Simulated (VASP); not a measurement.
Write the native input for VASP 6.6.1 that does the following.

```yaml
Task: band structure
Functional: PBE
Potentials_or_basis: VASP PAW PBE potentials, release 64 (Ni, O)
Cutoff: 520 eV
k_mesh: 12 × 12 × 12
Occupations: gaussian, width 0.03 eV
Spin: collinear spin, ferromagnetic start
Starting_moments: "[2.0, 0.0] μB"
Hubbard_terms: Ni d U = 6.2 eV
Further_INCAR_settings: ALGO = Normal; EDIFF = 1e-06; NBANDS = 19; AMIX = 0.2; BMIX = 0.0001
```

The structure of NiO lies in POSCAR:

```
NiO                                     
1.0
    0.0000000000      2.0978138330      2.0978138330
    2.0978138330      0.0000000000      2.0978138330
    2.0978138330      2.0978138330      0.0000000000
  Ni              O             
     1     1
Direct
     0.0000000000000000    0.0000000000000000    0.0000000000000000
     0.5000000000000000    0.5000000000000000    0.5000000000000000
```

The input as run:

INCAR

```
PREC = Accurate
ENCUT = 520
EDIFF = 1E-6
ISMEAR = 0
SIGMA = 0.03
LREAL = F
LASPH = T
NELM = 150
ALGO = Normal
ISIF = 2
LWAVE = F
LCHARG = F
ISPIN = 2
MAGMOM = 2 0
LORBIT = 11
LMAXMIX = 4
LDAU = T
LDAUTYPE = 2
LDAUL = 2 -1
LDAUU = 6.2 0
LDAUJ = 0 0
LDAUPRINT = 1
GGA = PE
NBANDS = 19
AMIX = 0.2
BMIX = 1E-4
AMIX_MAG = 0.8
BMIX_MAG = 1E-4
ICORELEVEL = 1
```

KPOINTS

```
Automatic mesh
0
Gamma
  12 12 12
```

KPOINTS_OPT

```
explicit points
109
Reciprocal
 0.0000000000  0.0000000000  0.0000000000 1
 0.0555555556  0.0000000000  0.0555555556 1
 0.1111111111  0.0000000000  0.1111111111 1
 0.1666666667  0.0000000000  0.1666666667 1
 0.2222222222  0.0000000000  0.2222222222 1
 0.2777777778  0.0000000000  0.2777777778 1
 0.3333333333  0.0000000000  0.3333333333 1
 0.3888888889  0.0000000000  0.3888888889 1
 0.4444444444  0.0000000000  0.4444444444 1
 0.5000000000  0.0000000000  0.5000000000 1
 0.5000000000  0.0000000000  0.5000000000 1
 0.5000000000  0.0277777778  0.5277777778 1
 0.5000000000  0.0555555556  0.5555555556 1
 0.5000000000  0.0833333333  0.5833333333 1
 0.5000000000  0.1111111111  0.6111111111 1
 0.5000000000  0.1388888889  0.6388888889 1
 0.5000000000  0.1666666667  0.6666666667 1
 0.5000000000  0.1944444444  0.6944444444 1
 0.5000000000  0.2222222222  0.7222222222 1
 0.5000000000  0.2500000000  0.7500000000 1
 0.5000000000  0.2500000000  0.7500000000 1
 0.4861111111  0.2638888889  0.7500000000 1
 0.4722222222  0.2777777778  0.7500000000 1
 0.4583333333  0.2916666667  0.7500000000 1
 0.4444444444  0.3055555556  0.7500000000 1
 0.4305555556  0.3194444444  0.7500000000 1
 0.4166666667  0.3333333333  0.7500000000 1
 0.4027777778  0.3472222222  0.7500000000 1
 0.3888888889  0.3611111111  0.7500000000 1
 0.3750000000  0.3750000000  0.7500000000 1
 0.3750000000  0.3750000000  0.7500000000 1
 0.3333333333  0.3333333333  0.6666666667 1
 0.2916666667  0.2916666667  0.5833333333 1
 0.2500000000  0.2500000000  0.5000000000 1
 0.2083333333  0.2083333333  0.4166666667 1
 0.1666666667  0.1666666667  0.3333333333 1
 0.1250000000  0.1250000000  0.2500000000 1
 0.0833333333  0.0833333333  0.1666666667 1
 0.0416666667  0.0416666667  0.0833333333 1
 0.0000000000  0.0000000000  0.0000000000 1
 0.0000000000  0.0000000000  0.0000000000 1
 0.0555555556  0.0555555556  0.0555555556 1
 0.1111111111  0.1111111111  0.1111111111 1
 0.1666666667  0.1666666667  0.1666666667 1
 0.2222222222  0.2222222222  0.2222222222 1
 0.2777777778  0.2777777778  0.2777777778 1
 0.3333333333  0.3333333333  0.3333333333 1
 0.3888888889  0.3888888889  0.3888888889 1
 0.4444444444  0.4444444444  0.4444444444 1
 0.5000000000  0.5000000000  0.5000000000 1
 0.5000000000  0.5000000000  0.5000000000 1
 0.5138888889  0.4722222222  0.5138888889 1
 0.5277777778  0.4444444444  0.5277777778 1
 0.5416666667  0.4166666667  0.5416666667 1
 0.5555555556  0.3888888889  0.5555555556 1
 0.5694444444  0.3611111111  0.5694444444 1
 0.5833333333  0.3333333333  0.5833333333 1
 0.5972222222  0.3055555556  0.5972222222 1
 0.6111111111  0.2777777778  0.6111111111 1
 0.6250000000  0.2500000000  0.6250000000 1
 0.6250000000  0.2500000000  0.6250000000 1
 0.6111111111  0.2500000000  0.6388888889 1
 0.5972222222  0.2500000000  0.6527777778 1
 0.5833333333  0.2500000000  0.6666666667 1
 0.5694444444  0.2500000000  0.6805555556 1
 0.5555555556  0.2500000000  0.6944444444 1
 0.5416666667  0.2500000000  0.7083333333 1
 0.5277777778  0.2500000000  0.7222222222 1
 0.5138888889  0.2500000000  0.7361111111 1
 0.5000000000  0.2500000000  0.7500000000 1
 0.5000000000  0.2500000000  0.7500000000 1
 0.5000000000  0.2777777778  0.7222222222 1
 0.5000000000  0.3055555556  0.6944444444 1
 0.5000000000  0.3333333333  0.6666666667 1
 0.5000000000  0.3611111111  0.6388888889 1
 0.5000000000  0.3888888889  0.6111111111 1
 0.5000000000  0.4166666667  0.5833333333 1
 0.5000000000  0.4444444444  0.5555555556 1
 0.5000000000  0.4722222222  0.5277777778 1
 0.5000000000  0.5000000000  0.5000000000 1
 0.5000000000  0.5000000000  0.5000000000 1
 0.4861111111  0.4861111111  0.5277777778 1
 0.4722222222  0.4722222222  0.5555555556 1
 0.4583333333  0.4583333333  0.5833333333 1
 0.4444444444  0.4444444444  0.6111111111 1
 0.4305555556  0.4305555556  0.6388888889 1
 0.4166666667  0.4166666667  0.6666666667 1
 0.4027777778  0.4027777778  0.6944444444 1
 0.3888888889  0.3888888889  0.7222222222 1
 0.3750000000  0.3750000000  0.7500000000 1
 0.6250000000  0.2500000000  0.6250000000 1
 0.6111111111  0.2222222222  0.6111111111 1
 0.5972222222  0.1944444444  0.5972222222 1
 0.5833333333  0.1666666667  0.5833333333 1
 0.5694444444  0.1388888889  0.5694444444 1
 0.5555555556  0.1111111111  0.5555555556 1
 0.5416666667  0.0833333333  0.5416666667 1
 0.5277777778  0.0555555556  0.5277777778 1
 0.5138888889  0.0277777778  0.5138888889 1
 0.5000000000  0.0000000000  0.5000000000 1
 0.0000000000  0.0000000000  0.0000000000 1
 0.3750000000  0.3750000000  0.7500000000 1
 0.5000000000  0.5000000000  0.5000000000 1
 0.6250000000  0.2500000000  0.6250000000 1
 0.5000000000  0.2500000000  0.7500000000 1
 0.5000000000  0.0000000000  0.5000000000 1
 0.4000000000  0.0000000000  0.4000000000 1
 0.4250000000  0.0000000000  0.4250000000 1
 0.4500000000  0.0000000000  0.4500000000 1
```

Potentials or basis: VASP PAW PBE potentials, release 64 (Ni, O).

The run is started by

```console
$ cat potpaw_PBE.64/Ni/POTCAR potpaw_PBE.64/O/POTCAR > POTCAR
$ mpirun -np 1 vasp_std > vasp.out
```

Results of the run:

The pressure is 0.3 GPa, the band gap on the k mesh is 2.55 eV, indirect (least direct gap 3.19 eV) and the band gap along the path is 2.55 eV, indirect (least direct gap 3.18 eV). The net moment is 2.00 μB per cell and the site moments are Ni +1.82; O +0.17 μB. The valence electrons inside the program's atomic spheres are Ni 8.97; O 5.02.

Caveat: a cell with one magnetic atom can't hold antiferromagnetic order, which such compounds often take.

Run time: 65 s on 1 thread of Intel(R) Xeon(R) Platinum 8488C (Sapphire Rapids), on a shared host, peak memory 0.2 GiB.
